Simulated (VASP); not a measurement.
Input:

```yaml
crystal:
  lattice:
    - [1.75667, -3.04265, 0.00000]
    - [1.75667, 3.04265, 0.00000]
    - [0.00000, 0.00000, 5.48442]
  atoms:
    - { symbol: Lu, position: [0.33333, 0.66667, 0.25000] }
    - { symbol: Lu, position: [0.66667, 0.33333, 0.75000] }
```

Calculation: PBE GGA, VASP's PBE PAW potentials (set 64) (plane waves; VASP). Run with 400 eV cut-off, 11×11×6 Γ-centred mesh, first-order Methfessel-Paxton smearing of 0.10 eV, potentials Lu_3.

### Question
Estimate the energy per atom (σ→0), band gap (on the k-mesh) with the smallest direct gap where there is one.

### Answer

```yaml
band gap (on the k-mesh): none (metal, semimetal or under 0.01 eV)
energy per atom (σ→0): -4.455 eV/atom
```

The compound is Lu in the hcp structure. It was relaxed first. The start is the result of an earlier pass.
